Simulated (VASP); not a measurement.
A VASP calculation is set up with these files.

File KPOINTS:
```
Automatic mesh
0
Gamma
3 3 3
0 0 0
```

### INCAR
```
SYSTEM = Bi2O3
PREC = Accurate; ENCUT = 400; LREAL = Auto
LASPH = .TRUE.
EDIFF = 1E-6; NELM = 100; ALGO = Normal
LMAXMIX = 4
ISMEAR = -1; SIGMA = 0.02
GGA = PS
ISIF = 2
LWAVE = .FALSE.; LCHARG = .FALSE.
```

### POSCAR
```
Bi2O3
15.8819880
  0.5000000000   0.0000000000   0.0000000000
 -0.2500000000   0.4330126682   0.0000000000
  0.0000000000   0.0000000000   0.3896609165
Bi O
8 12
Cartesian
  0.1268850000   0.3475273072   0.2961695728
 -0.1144100000   0.3691346394   0.2961695728
 -0.0124750000   0.1493633898   0.2961695728
  0.2375250000   0.2836492784   0.1013391146
  0.3768850000   0.0854853610   0.1013391146
  0.1355900000   0.0638780288   0.1013391146
  0.2500002500   0.1443374117   0.2935627413
 -0.0000002500   0.2886752565   0.0987322830
  0.1067125000   0.2517492352   0.1784608032
 -0.0213775000   0.3995537793   0.1784608032
 -0.0853350000   0.2147223219   0.1784608032
  0.1646650000   0.2182903463   0.3732912614
  0.3567125000   0.1812634330   0.3732912614
  0.2286225000   0.0334588889   0.3732912614
  0.0922300000   0.0581969026   0.2492972612
  0.4034850000   0.0507750655   0.2492972612
  0.2542850000   0.3240407001   0.2492972612
  0.0042850000   0.1089719681   0.0544668029
 -0.1577700000   0.3748157656   0.0544668029
  0.1534850000   0.3822376027   0.0544668029
```

POTCAR, in this order: Bi_d O (PBE.64 set). Program: vasp_std.

Q: Translate this PBEsol calculation to Quantum ESPRESSO's pw.x.

A: One equivalent input (not run):
```
&CONTROL
  calculation = 'scf'
  pseudo_dir = './pseudo'
  outdir = './out'
  tprnfor = .true.
  tstress = .true.
/
&SYSTEM
  ibrav = 0
  nat = 20
  ntyp = 2
  ecutwfc = 84
  occupations = 'smearing'
  smearing = 'fermi-dirac'
  degauss = 0.00147
  input_dft = 'pbesol'
/
&ELECTRONS
  conv_thr = 7.3e-08
  electron_maxstep = 100
/
ATOMIC_SPECIES
  Bi 208.980 Bi.upf
  O 15.999 O.upf
CELL_PARAMETERS angstrom
     7.9409940    0.0000000    0.0000000
    -3.9704970    6.8771020    0.0000000
     0.0000000    0.0000000    6.1885900
ATOMIC_POSITIONS crystal
  Bi   0.6550600  0.8025800  0.7600700
  Bi   0.1974200  0.8524800  0.7600700
  Bi   0.1475200  0.3449400  0.7600700
  Bi   0.8025800  0.6550600  0.2600700
  Bi   0.8524800  0.1974200  0.2600700
  Bi   0.3449400  0.1475200  0.2600700
  Bi   0.6666670  0.3333330  0.7533800
  Bi   0.3333330  0.6666670  0.2533800
  O    0.5041200  0.5813900  0.4579900
  O    0.4186100  0.9227300  0.4579900
  O    0.0772700  0.4958800  0.4579900
  O    0.5813900  0.5041200  0.9579900
  O    0.9227300  0.4186100  0.9579900
  O    0.4958800  0.0772700  0.9579900
  O    0.2516600  0.1344000  0.6397800
  O    0.8656000  0.1172600  0.6397800
  O    0.8827400  0.7483400  0.6397800
  O    0.1344000  0.2516600  0.1397800
  O    0.1172600  0.8656000  0.1397800
  O    0.7483400  0.8827400  0.1397800
K_POINTS automatic
  3 3 3 0 0 0
```
Limits of the translation: the potentials are each code's own (VASP's PAW set, PseudoDojo norm-conserving files in pw.x), so ENCUT and ecutwfc are chosen apart and not converted; conv_thr bounds pw.x's estimated SCF error, while EDIFF bounds the energy change between steps.

The structure comes from a computed database's Bi2O3 entry; how it stands against other phases isn't given here. The cell was not relaxed at this level.
